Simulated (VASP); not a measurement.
Consider the following.

```
CELL_PARAMETERS angstrom
      0.00000     2.80619     2.80619
      2.80619     0.00000     2.80619
      2.80619     2.80619     0.00000
ATOMIC_POSITIONS crystal
  Ca 0.00000 0.00000 0.00000
  F  0.25000 0.25000 0.25000
  F  0.75000 0.75000 0.75000
```

All values below come from RPBE GGA, VASP's PBE PAW potentials (set 64) (plane waves; VASP). Run with 520 eV cut-off, Gaussian smearing of 0.050 eV, potentials Ca_sv F.

Give the energies of bands 7 to 15 at the high-symmetry points, in eV from the valence-band maximum.

```json
[
 {"band": "7", "Γ": "-1.84", "X": "-2.38", "U": "-2.16", "L": "-1.31", "W": "-2.01"},
 {"band": "8", "Γ": "-1.84", "X": "-1.51", "U": "-1.56", "L": "-1.31", "W": "-1.90"},
 {"band": "9", "Γ": "-1.84", "X": "-1.51", "U": "-1.37", "L": "-1.17", "W": "-0.94"},
 {"band": "10", "Γ": "-0.24", "X": "-0.32", "U": "-0.56", "L": "-1.11", "W": "-0.94"},
 {"band": "11", "Γ": "-0.24", "X": "-0.32", "U": "-0.40", "L": "-0.77", "W": "-0.24"},
 {"band": "12", "Γ": "-0.24", "X": "0.00", "U": "-0.08", "L": "-0.77", "W": "-0.08"},
 {"band": "13", "Γ": "7.13", "X": "8.04", "U": "8.27", "L": "9.08", "W": "8.33"},
 {"band": "14", "Γ": "8.90", "X": "9.10", "U": "9.27", "L": "9.08", "W": "9.38"},
 {"band": "15", "Γ": "8.90", "X": "9.66", "U": "9.44", "L": "9.28", "W": "9.48"}
]
```

The gap is indirect, 7.13 eV, from the valence maximum at X to the conduction minimum at Γ.

Measured: gap 11.80 eV (computed value off by -4.67 eV), as given by E. Cadelano et al., The European Physical Journal B (2011), arXiv:1107.5962.

The compound is CaF2 in the fluorite structure. It was relaxed first, which changed the volume by +9 %.
